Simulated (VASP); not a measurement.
Computed with modified Becke-Johnson potential (mBJ), VASP's PBE PAW potentials (set 64) (plane waves; VASP).

VASP input:

KPOINTS:
```
Automatic
0
gamma
6 6 4
```

**KPOINTS_OPT**
```
k-points along high-symmetry lines
7
Line-mode
Reciprocal
  0.000000   0.000000   0.000000 ! GAMMA
  0.500000   0.000000   0.000000 ! M

  0.500000   0.000000   0.000000 ! M
  0.333333   0.333333   0.000000 ! K

  0.333333   0.333333   0.000000 ! K
  0.000000   0.000000   0.000000 ! GAMMA

  0.000000   0.000000   0.000000 ! GAMMA
  0.000000   0.000000   0.500000 ! A

  0.000000   0.000000   0.500000 ! A
  0.500000   0.000000   0.500000 ! L

  0.500000   0.000000   0.500000 ! L
  0.333333   0.333333   0.500000 ! H

  0.333333   0.333333   0.500000 ! H
  0.000000   0.000000   0.500000 ! A

  0.500000   0.000000   0.500000 ! L
  0.500000   0.000000   0.000000 ! M

  0.333333   0.333333   0.500000 ! H
  0.333333   0.333333   0.000000 ! K
```

POSCAR:
```
MgS
1
    4.0567459147    -0.0000000000     0.0000000000
   -2.0283729573     3.5132445974     0.0000000000
    0.0000000000     0.0000000000     6.4629808429
Mg S
2 2
Direct
  0.6666670000   0.3333330000   0.4962347868
  0.3333330000   0.6666670000   0.9962347868
  0.3333330000   0.6666670000   0.3787552132
  0.6666670000   0.3333330000   0.8787552132
```

**INCAR**
```
SYSTEM=MgS
PREC=Accurate; ENCUT=400; LREAL=.FALSE.
LASPH=.TRUE.
EDIFF=1E-6; NELM=200; ALGO=Normal
LMIXTAU=.TRUE.
ISMEAR=0; SIGMA=0.05
METAGGA=MBJ
ISIF=0
LWAVE=.FALSE.; LCHARG=.FALSE.
```

POTCAR, in this order: Mg S (PBE.64 set). Program: vasp_std. Read from the step before: WAVECAR.

The resulting files:

File OUTCAR:
```
 ion  position               nearest neighbor table
   1  0.667  0.333  0.496-   3 2.46   3 2.46   3 2.46   4 2.47
   2  0.333  0.667  0.996-   4 2.46   4 2.46   4 2.46   3 2.47
   3  0.333  0.667  0.379-   1 2.46   1 2.46   1 2.46   2 2.47
   4  0.667  0.333  0.879-   2 2.46   2 2.46   2 2.46   1 2.47
  LATTYP: Found a hexagonal cell.
 ALAT       =     4.0567459147
 C/A-ratio  =     1.5931441058
 Subroutine PRICEL returns:
 Original cell was already a primitive cell.
 Subroutine GETGRP returns: Found 12 space group operations
The static configuration has the point symmetry C_3v.
 The point group associated with its full space group is C_6v.
The dynamic configuration has the point symmetry C_3v.
 Subroutine INISYM returns: Found 12 space group operations
 Subroutine IBZKPT returns following result:
 Found     21 irreducible k-points:

 Following reciprocal coordinates:
            Coordinates               Weight
  0.000000  0.000000  0.000000      1.000000
  0.166667  0.000000  0.000000      6.000000
  0.333333  0.000000  0.000000      6.000000
  0.500000  0.000000  0.000000      3.000000
  0.166667  0.166667  0.000000      6.000000
  0.333333  0.166667  0.000000     12.000000
  0.333333  0.333333  0.000000      2.000000
  0.000000  0.000000  0.250000      2.000000
  0.166667  0.000000  0.250000     12.000000
  0.333333  0.000000  0.250000     12.000000
  0.500000  0.000000  0.250000      6.000000
  0.166667  0.166667  0.250000     12.000000
  0.333333  0.166667  0.250000     24.000000
  0.333333  0.333333  0.250000      4.000000
  0.000000  0.000000  0.500000      1.000000
  0.166667  0.000000  0.500000      6.000000
  0.333333  0.000000  0.500000      6.000000
  0.500000  0.000000  0.500000      3.000000
  0.166667  0.166667  0.500000      6.000000
  0.333333  0.166667  0.500000     12.000000
  0.333333  0.333333  0.500000      2.000000
   k-points           NKPTS =     21   k-points in BZ     NKDIM =     21   number of bands    NBANDS=     12
   number of dos      NEDOS =    301   number of ions     NIONS =      4
   total plane-waves  NPLWV =  32928
   dimension x,y,z NGX =    28 NGY =   28 NGZ =   42
   dimension x,y,z NGXF=    56 NGYF=   56 NGZF=   84
   ions per type =               2   2
   PREC   = accura    normal or accurate (medium, high low for compatibility)
   ISTART =      1    job   : 0-new  1-cont  2-samecut
   ICHARG =      0    charge: 1-file 2-atom 10-const
   ISPIN  =      1    spin polarized calculation?
   LNONCOLLINEAR =      F non collinear calculations
   LSORBIT =      F    spin-orbit coupling
   INIWAV =      1    electr: 0-lowe 1-rand  2-diag
   ENCUT  =  400.0 eV  29.40 Ry    5.42 a.u.   6.62  6.62 10.54*2*pi/ulx,y,z
   NELM   =    200;   NELMIN=  2; NELMDL=  0     # of ELM steps
   EDIFF  = 0.1E-05   stopping-criterion for ELM
   LREAL  =      F    real-space projection
   NLSPLINE    = F    spline interpolate recip. space projectors
   LMAXMIX     =    2 max onsite mixed and CHGCAR
   VOSKOWN=      0    Vosko Wilk Nusair interpolation
   EDIFFG = 0.1E-04   stopping-criterion for IOM
   NSW    =      0    number of steps for IOM
   NBLOCK =      1;   KBLOCK =      1    inner block; outer block
   IBRION =     -1    ionic relax: 0-MD 1-quasi-New 2-CG
   NFREE  =      0    steps in history (QN), initial steepest desc. (CG)
   ISIF   =      0    stress and relaxation
   ISYM   =      2    0-nonsym 1-usesym 2-fastsym
   TEIN   =    0.0    initial temperature
   TEBEG  =    0.0;   TEEND  =   0.0 temperature during run
   SMASS  =  -3.00    Nose mass-parameter (am)
   PSTRESS=    0.0 pullay stress
   NELECT =      16.0000    total number of electrons
   EFERMI =   0.00;   METHOD = LEGACY
   ISMEAR =     0;   SIGMA  =   0.05  broadening in eV -4-tet -1-fermi 0-gaus
...
```

**OSZICAR**
```
       N       E                     dE             d eps       ncg     rms          rms(c)
DAV:   1     0.102289062663E+03    0.10229E+03   -0.14505E+00   504   0.119E+01    0.887E+00
DAV:   2     0.101826054595E+03   -0.46301E+00   -0.32140E+00   504   0.161E+01    0.234E+01
DAV:   3     0.101083785045E+03   -0.74227E+00   -0.41233E-01   504   0.333E+00    0.297E+01
DAV:   4     0.100980665556E+03   -0.10312E+00   -0.16154E-01   504   0.231E+00    0.347E+01
DAV:   5     0.102831598518E+03    0.18509E+01   -0.28731E-01   516   0.352E+00    0.108E+01
DAV:   6     0.103756595992E+03    0.92500E+00   -0.18055E-01   532   0.391E+00    0.437E+00
DAV:   7     0.103712574660E+03   -0.44021E-01   -0.42813E-02   552   0.181E+00    0.722E+00
DAV:   8     0.103828305397E+03    0.11573E+00   -0.15587E-02   544   0.111E+00    0.458E+00
DAV:   9     0.104082515452E+03    0.25421E+00   -0.19252E-02   508   0.143E+00    0.156E+00
DAV:  10     0.104037711741E+03   -0.44804E-01   -0.31926E-02   504   0.184E+00    0.625E-01
DAV:  11     0.103907480745E+03   -0.13023E+00   -0.86382E-03   532   0.979E-01    0.214E+00
DAV:  12     0.104064381404E+03    0.15690E+00   -0.46467E-03   572   0.575E-01    0.483E-02
DAV:  13     0.104094449698E+03    0.30068E-01   -0.30572E-03   540   0.535E-01    0.547E-01
DAV:  14     0.104114316443E+03    0.19867E-01   -0.24134E-04   620   0.172E-01    0.162E-01
DAV:  15     0.104124168143E+03    0.98517E-02   -0.28253E-04   520   0.157E-01    0.124E-01
DAV:  16     0.104126631991E+03    0.24638E-02   -0.73036E-05   504   0.823E-02    0.997E-02
DAV:  17     0.104132301651E+03    0.56697E-02   -0.12912E-05   520   0.411E-02    0.116E-02
DAV:  18     0.104134627931E+03    0.23263E-02   -0.56239E-06   548   0.254E-02    0.301E-02
DAV:  19     0.104133590625E+03   -0.10373E-02   -0.27019E-06   500   0.145E-02    0.537E-03
DAV:  20     0.104132627625E+03   -0.96300E-03   -0.13534E-06   336   0.108E-02    0.387E-03
DAV:  21     0.104132816008E+03    0.18838E-03   -0.49132E-07   264   0.563E-03    0.660E-03
DAV:  22     0.104132291704E+03   -0.52430E-03   -0.69924E-08   260   0.261E-03    0.612E-04
DAV:  23     0.104132068399E+03   -0.22331E-03   -0.51447E-08   264   0.227E-03    0.987E-04
DAV:  24     0.104131956584E+03   -0.11182E-03   -0.18884E-08   256   0.140E-03    0.261E-04
DAV:  25     0.104131967367E+03    0.10783E-04   -0.59501E-09   264   0.844E-04    0.892E-04
DAV:  26     0.104131950495E+03   -0.16872E-04   -0.83792E-10   260   0.292E-04    0.598E-04
DAV:  27     0.104131950122E+03   -0.37342E-06   -0.19565E-10   252   0.147E-04
   1 F= 0.10413195E+03 E0= 0.10413195E+03  d E =-.638554E-14
       N       E                     dE             ncg
       N       E                     dE             ncg
       N       E                     dE             ncg
```

**OUTCAR**
```
------------------------ aborting loop because EDIFF is reached ----------------------------------------
  volume of cell :       92.11
      direct lattice vectors                 reciprocal lattice vectors
     4.056745915  0.000000000  0.000000000     0.246502991  0.142318585  0.000000000
    -2.028372957  3.513244597  0.000000000     0.000000000  0.284637170  0.000000000
     0.000000000  0.000000000  6.462980843     0.000000000  0.000000000  0.154727366
 POSITION                                       TOTAL-FORCE (eV/Angst)
 -----------------------------------------------------------------------------------
      2.02837      1.17108      3.20716        -0.000000      0.000000      0.079204
     -0.00000      2.34216      6.43865         0.000000      0.000000      0.079204
     -0.00000      2.34216      2.44789         0.000000     -0.000000     -0.079204
      2.02837      1.17108      5.67938        -0.000000      0.000000     -0.079204
 -----------------------------------------------------------------------------------
    total drift:                               -0.000912      0.000527      0.100554
  FREE ENERGIE OF THE ION-ELECTRON SYSTEM (eV)
  ---------------------------------------------------
  free  energy   TOTEN  =       104.1319501218 eV

  energy  without entropy=      104.1319501218  energy(sigma->0) =      104.13195012

     CMBJ =    1.0000

     CMBJA=   -0.0120

     CMBJB=    1.0230

     CMBJE=    0.5000

    CMBJ =    1.2591
```
(Selected blocks of OUTCAR.)

File OUTCAR:
```
 val. band max:        0.9192075112   @ k =   0.0000   0.0000   0.0000

 cond. band min:       5.8847156028   @ k =   0.0000   0.0000   0.0000


 Fermi energy:         1.1649046341

 k-point     1 :       0.0000    0.0000    0.0000
  band No.  band energies     occupation
      1     -10.3258      2.00000
      2      -9.6991      2.00000
      3      -1.8069      2.00000
      4       0.3978      2.00000
      5       0.3978      2.00000
      6       0.7729      2.00000
      7       0.7729      2.00000
      8       0.9192      2.00000
      9       5.8847      0.00000
     10       6.9494      0.00000
     11       9.4937      0.00000
     12       9.4938      0.00000

 k-point     2 :       0.1667    0.0000    0.0000
  band No.  band energies     occupation
      1     -10.2105      2.00000
      2      -9.6452      2.00000
      3      -1.6215      2.00000
      4      -0.1908      2.00000
      5       0.1710      2.00000
      6       0.2331      2.00000
      7       0.7141      2.00000
      8       0.8215      2.00000
      9       6.6721      0.00000
     10       7.6052      0.00000
     11       9.0010      0.00000
     12       9.5665      0.00000

 k-point     3 :       0.3333    0.0000    0.0000
  band No.  band energies     occupation
      1      -9.9407      2.00000
      2      -9.5580      2.00000
      3      -1.2669      2.00000
      4      -1.0319      2.00000
      5      -0.7334      2.00000
      6      -0.0398      2.00000
      7       0.5004      2.00000
      8       0.5732      2.00000
      9       7.2533      0.00000
     10       7.6496      0.00000
     11       8.2120      0.00000
     12       9.7121      0.00000

 k-point     4 :       0.5000    0.0000    0.0000
  band No.  band energies     occupation
      1      -9.7581      2.00000
      2      -9.5488      2.00000
      3      -1.6109      2.00000
      4      -1.1437      2.00000
      5      -0.6693      2.00000
      6      -0.1589      2.00000
...
```

mBJ is a potential without an energy functional, so only the levels count.

The structure comes from a computed database's MgS entry (P6_3mc); how it stands against other phases isn't given here. It was relaxed first. The cell's shape comes from a PBE relaxation.
